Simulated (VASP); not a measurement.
An input for Quantum ESPRESSO's pw.x (written as the equivalent of a VASP run, and not itself run):

```
&CONTROL
  calculation = 'vc-relax'
  pseudo_dir = './pseudo'
  outdir = './out'
  tprnfor = .true.
  tstress = .true.
  nstep = 40
  forc_conv_thr = 0.00078
/
&SYSTEM
  ibrav = 0
  nat = 3
  ntyp = 2
  ecutwfc = 96
  occupations = 'smearing'
  smearing = 'methfessel-paxton'
  degauss = 0.00735
  input_dft = 'pbesol'
/
&ELECTRONS
  conv_thr = 7.3e-08
  electron_maxstep = 100
/
&IONS
/
&CELL
/
ATOMIC_SPECIES
  Co 58.933 Co.upf
  Si 28.085 Si.upf
CELL_PARAMETERS angstrom
     0.0000000    2.6558243    2.6558243
     2.6558243    0.0000000    2.6558243
     2.6558243    2.6558243    0.0000000
ATOMIC_POSITIONS crystal
  Co   0.0000000  0.0000000  0.0000000
  Si   0.2500000  0.2500000  0.2500000
  Si   0.7500000  0.7500000  0.7500000
K_POINTS automatic
  10 10 10 0 0 0
```

Write the VASP files for the same calculation (PBEsol).

Several could match; the one computed here: 
INCAR:
```
! general
SYSTEM  = CoSi2
PREC    = Accurate
ENCUT   = 500
LREAL   = .FALSE.
LASPH   = .TRUE.

! electronic loop
EDIFF   = 1E-6
NELM    = 100
ALGO    = Normal
LMAXMIX = 4

! smearing
ISMEAR  = 1
SIGMA   = 0.1

! functional
GGA     = PS

! ions
IBRION  = 2
NSW     = 40
ISIF    = 3
EDIFFG  = -0.02

! output
LWAVE   = .FALSE.
LCHARG  = .FALSE.
```

### POSCAR
```
CoSi2
1
    0.0000000000     2.6558243431     2.6558243431
    2.6558243431     0.0000000000     2.6558243431
    2.6558243431     2.6558243431     0.0000000000
Co Si
1 2
Direct
  0.0000000000   0.0000000000   0.0000000000
  0.2500000000   0.2500000000   0.2500000000
  0.7500000000   0.7500000000   0.7500000000
```

### KPOINTS
```
Automatic mesh
0
Gamma
10 10 10
0 0 0
```

POTCAR, in this order: Co Si (PBE.64 set). Program: vasp_std.

The two are equivalent in intent, not identical: the potentials are each code's own (VASP's PAW set, PseudoDojo norm-conserving files in pw.x), so ENCUT and ecutwfc are chosen apart and not converted; conv_thr bounds pw.x's estimated SCF error, while EDIFF bounds the energy change between steps; forc_conv_thr acts on force components and is met together with etot_conv_thr.

The compound is CoSi2 in the fluorite structure. It was relaxed first.
